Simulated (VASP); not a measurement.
Calculation: LDA (Ceperley-Alder, Perdew-Zunger), VASP's LDA PAW potentials (set 64) (plane waves; VASP 6.6.1).

VASP input:

POSCAR:
```
WC
1
    1.4579100000    -2.5251740000     0.0000000000
    1.4579100000     2.5251740000     0.0000000000
    0.0000000000     0.0000000000     2.8456800000
W C
1 1
Direct
  0.0000000000   0.0000000000   0.0000000000
  0.3333330000   0.6666670000   0.5000000000
```

### KPOINTS
```
Automatic mesh
0
Gamma
10 10 9
0 0 0
```

### INCAR
```
SYSTEM = WC
PREC = Accurate; ENCUT = 400; LREAL = .FALSE.
LASPH = .TRUE.
EDIFF = 1E-6; NELM = 100; ALGO = Normal
LMAXMIX = 6
ISMEAR = -1; SIGMA = 0.136
ISIF = 2
LWAVE = .FALSE.; LCHARG = .FALSE.
```

POTCAR, in this order: W_sv C (LDA.64 set). Program: vasp_std.

Output of the run:

OSZICAR:
```
       N       E                     dE             d eps       ncg     rms          rms(c)
DAV:   1     0.939392811111E+02    0.93939E+02   -0.84102E+03  1820   0.129E+03
DAV:   2    -0.244314267062E+02   -0.11837E+03   -0.11517E+03  2095   0.340E+02
DAV:   3    -0.277535021311E+02   -0.33221E+01   -0.32937E+01  2173   0.552E+01
DAV:   4    -0.277824014846E+02   -0.28899E-01   -0.28882E-01  2030   0.546E+00
DAV:   5    -0.277826539118E+02   -0.25243E-03   -0.25243E-03  2145   0.510E-01    0.320E+01
DAV:   6    -0.248365722544E+02    0.29461E+01   -0.95909E+00  2060   0.314E+01    0.836E+00
DAV:   7    -0.247354523292E+02    0.10112E+00   -0.47043E-01  1915   0.622E+00    0.614E+00
DAV:   8    -0.246999732544E+02    0.35479E-01   -0.77111E-02  2010   0.251E+00    0.751E-01
DAV:   9    -0.246991898088E+02    0.78345E-03   -0.30978E-03  1990   0.467E-01    0.139E-01
DAV:  10    -0.246990128772E+02    0.17693E-03   -0.27465E-04  2115   0.230E-01    0.525E-02
DAV:  11    -0.246990134993E+02   -0.62206E-06   -0.14942E-05  2030   0.373E-02    0.957E-03
DAV:  12    -0.246990128813E+02    0.61800E-06   -0.32596E-06  1870   0.161E-02
   1 F= -.24699013E+02 E0= -.24690537E+02  d E =-.169509E-01
```

OUTCAR:
```
------------------------ aborting loop because EDIFF is reached ----------------------------------------
  FORCE on cell =-STRESS in cart. coord.  units (eV):
  Direction    XX          YY          ZZ          XY          YZ          ZX
  --------------------------------------------------------------------------------------
  Total       -1.4411939     -1.4411937     -1.8150144      0.0000000      0.0000000      0.0000000
  in kB     -110.2033808   -110.2033639   -138.7882122      0.0000000      0.0000000      0.0000000
  external PRESSURE =    -119.7316523 kB  Pullay stress =       0.0000000 kB
  volume of cell :       20.95
      direct lattice vectors                 reciprocal lattice vectors
     1.457910000 -2.525174000  0.000000000     0.342956698 -0.198006157  0.000000000
     1.457910000  2.525174000  0.000000000     0.342956698  0.198006157  0.000000000
     0.000000000  0.000000000  2.845680000     0.000000000  0.000000000  0.351409856
 POSITION                                       TOTAL-FORCE (eV/Angst)
 -----------------------------------------------------------------------------------
      0.00000      0.00000      0.00000         0.000000      0.000000      0.000000
      1.45791      0.84173      1.42284        -0.000000     -0.000000      0.000000
 -----------------------------------------------------------------------------------
    total drift:                               -0.000000     -0.000378      0.000000
  FREE ENERGIE OF THE ION-ELECTRON SYSTEM (eV)
  ---------------------------------------------------
  free  energy   TOTEN  =       -24.6990128813 eV

  energy  without entropy=      -24.6820619872  energy(sigma->0) =      -24.69053743
```
(Selected blocks of OUTCAR.)

At this cut-off the stress carries a Pulay error, which pulls relaxed volumes low.

The structure is a typed WC crystal (P-6m2). The cell was not relaxed at this level.
